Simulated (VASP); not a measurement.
OSZICAR of a VASP run on K (relaxed from the simple-cubic structure, space group Pm-3m):

### OSZICAR
```
       N       E                     dE             d eps       ncg     rms          rms(c)
DAV:   1     0.417851144106E+02    0.41785E+02   -0.32854E+03   560   0.709E+02
DAV:   2     0.196062982721E+00   -0.41589E+02   -0.41128E+02   568   0.196E+02
DAV:   3    -0.100872892620E+01   -0.12048E+01   -0.12036E+01   824   0.320E+01
DAV:   4    -0.103323936390E+01   -0.24510E-01   -0.24518E-01   872   0.417E+00
DAV:   5    -0.103347771893E+01   -0.23836E-03   -0.23836E-03   904   0.276E-01    0.168E+00
DAV:   6    -0.103055950778E+01    0.29182E-02   -0.39495E-03   888   0.510E-01    0.111E+00
DAV:   7    -0.102910943790E+01    0.14501E-02   -0.72051E-03   720   0.628E-01    0.957E-02
DAV:   8    -0.102911022547E+01   -0.78757E-06   -0.60561E-04   856   0.284E-01    0.463E-02
DAV:   9    -0.102912346939E+01   -0.13244E-04   -0.42190E-05   960   0.747E-02    0.266E-02
DAV:  10    -0.102911510746E+01    0.83619E-05   -0.30828E-05   744   0.484E-02    0.653E-03
DAV:  11    -0.102911465481E+01    0.45265E-06   -0.78923E-07   712   0.761E-03
   1 F= -.10291147E+01 E0= -.10293005E+01  d E =-.102911E+01
       N       E                     dE             d eps       ncg     rms          rms(c)
DAV:   1    -0.103794473822E+01   -0.88296E-02   -0.22422E-01   560   0.566E+00    0.678E-01
DAV:   2    -0.103168916646E+01    0.62556E-02   -0.19966E-02   616   0.172E+00    0.256E-01
DAV:   3    -0.102967462332E+01    0.20145E-02   -0.66723E-03   784   0.775E-01    0.206E-01
DAV:   4    -0.102984625198E+01   -0.17163E-03   -0.80240E-04   952   0.206E-01    0.531E-02
DAV:   5    -0.102989304961E+01   -0.46798E-04   -0.31215E-04   872   0.125E-01    0.220E-02
DAV:   6    -0.102990143562E+01   -0.83860E-05   -0.69129E-06   856   0.214E-02    0.286E-03
DAV:   7    -0.102990161931E+01   -0.18369E-06   -0.21738E-07   368   0.423E-03
   2 F= -.10299016E+01 E0= -.10300820E+01  d E =-.786965E-03
       N       E                     dE             d eps       ncg     rms          rms(c)
DAV:   1    -0.110671180404E+01   -0.76810E-01   -0.20744E+00   560   0.172E+01    0.192E+00
DAV:   2    -0.104699692165E+01    0.59715E-01   -0.18215E-01   584   0.524E+00    0.762E-01
DAV:   3    -0.102920814603E+01    0.17789E-01   -0.70665E-02   792   0.249E+00    0.601E-01
DAV:   4    -0.103082026738E+01   -0.16121E-02   -0.57409E-03   808   0.741E-01    0.139E-01
DAV:   5    -0.103111586589E+01   -0.29560E-03   -0.26394E-03   856   0.360E-01    0.756E-02
DAV:   6    -0.103123415710E+01   -0.11829E-03   -0.11615E-04  1064   0.606E-02    0.722E-03
DAV:   7    -0.103123357004E+01    0.58706E-06   -0.23053E-06   496   0.139E-02
   3 F= -.10312336E+01 E0= -.10313969E+01  d E =-.211892E-02
       N       E                     dE             d eps       ncg     rms          rms(c)
DAV:   1    -0.103654808011E+01   -0.53139E-02   -0.14509E-01   560   0.456E+00    0.549E-01
DAV:   2    -0.103249563495E+01    0.40524E-02   -0.13103E-02   600   0.139E+00    0.209E-01
DAV:   3    -0.103116985892E+01    0.13258E-02   -0.42990E-03   776   0.623E-01    0.168E-01
DAV:   4    -0.103128018132E+01   -0.11032E-03   -0.53569E-04   928   0.165E-01    0.441E-02
DAV:   5    -0.103131254197E+01   -0.32361E-04   -0.20376E-04   872   0.100E-01    0.171E-02
DAV:   6    -0.103131797845E+01   -0.54365E-05   -0.43658E-06   792   0.180E-02    0.211E-03
DAV:   7    -0.103131813806E+01   -0.15961E-06   -0.14185E-07   296   0.353E-03
   4 F= -.10313181E+01 E0= -.10314768E+01  d E =-.220348E-02
```

**Question.** Which electronic solver shows in the log?

**Answer.** It is blocked Davidson (ALGO = Normal, or the opening steps of other solvers). The INCAR had ALGO = Normal.

**Question.** Can the final energy be trusted as converged?

**Answer.** The calculation finished and met its thresholds. It stopped with EDIFF = 1E-6, NELM = 100, NSW = 60 and EDIFFG = -0.01 after 4 ionic steps (PBEsol GGA, plane waves, VASP's PBE PAW potentials (set 64)). Energy and stress use the plane-wave basis of the starting cell.

The structure was generated: K was put into the simple-cubic type (Pm-3m), which need not be its known phase. This run relaxes it. Symmetry was kept, so distortions that lower it aren't found.
